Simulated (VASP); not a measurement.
An input for Ansatz (written as the equivalent of a VASP run, and not itself run):

Ansatz 0.2 input:
```yaml
crystal:
  lattice:
    - [0.0000000, 3.1842950, 3.1842950]
    - [3.1842950, 0.0000000, 3.1842950]
    - [3.1842950, 3.1842950, 0.0000000]
  atoms:
    - { symbol: Mg, position: [0.7500000, 0.7500000, 0.7500000] }
    - { symbol: Mg, position: [0.2500000, 0.2500000, 0.2500000] }
    - { symbol: Ge, position: [0.0000000, 0.0000000, 0.0000000] }
kpoints:
  mp_grid: { grid: [5, 5, 5] }
hamiltonian:
  xc: pbe
  pseudopotentials: { kind: paw }
scf:
  occupations: { method: gaussian, width: 0.01 }
  max_iter: 100
output: { forces: true, stress: true, eigenvalues: true }
```

### Question
Write the VASP files for the same calculation (PBE).

### Answer
This is not unique; one that fits is 
**INCAR**
```
! general
SYSTEM  =  Mg2Ge
PREC    =  Normal
ENCUT   =  500
LREAL   =  .False.
LASPH   =  .True.

! electronic loop
EDIFF   =  1E-8
NELM    =  100
ALGO    =  Normal

! smearing
ISMEAR  =  0
SIGMA   =  0.01

! functional
GGA     =  PE

! output
LWAVE   =  .True.
LCHARG  =  .False.
```

**KPOINTS**
```
Automatic mesh
0
Gamma
5 5 5
0 0 0
```

### POSCAR
```
Mg2Ge
1
    0.0000000000     3.1842950000     3.1842950000
    3.1842950000     0.0000000000     3.1842950000
    3.1842950000     3.1842950000     0.0000000000
Mg Ge
2 1
Direct
  0.7500000000   0.7500000000   0.7500000000
  0.2500000000   0.2500000000   0.2500000000
  0.0000000000   0.0000000000   0.0000000000
```

POTCAR, in this order: Mg_sv_GW Ge_d_GW (PBE.64 set). Program: vasp_std.

Limits of the translation: each code has its own PAW files, so the cut-off isn't converted (ENCUT is set for VASP's; basis.ecutwfc is left out, and Ansatz then takes the one that its files recommend); Ansatz stops its SCF on the density residual and VASP on the energy change (EDIFF).

The structure comes from a computed database's Mg2Ge entry (Fm-3m); how it stands against other phases isn't given here. The cell was not relaxed at this level.
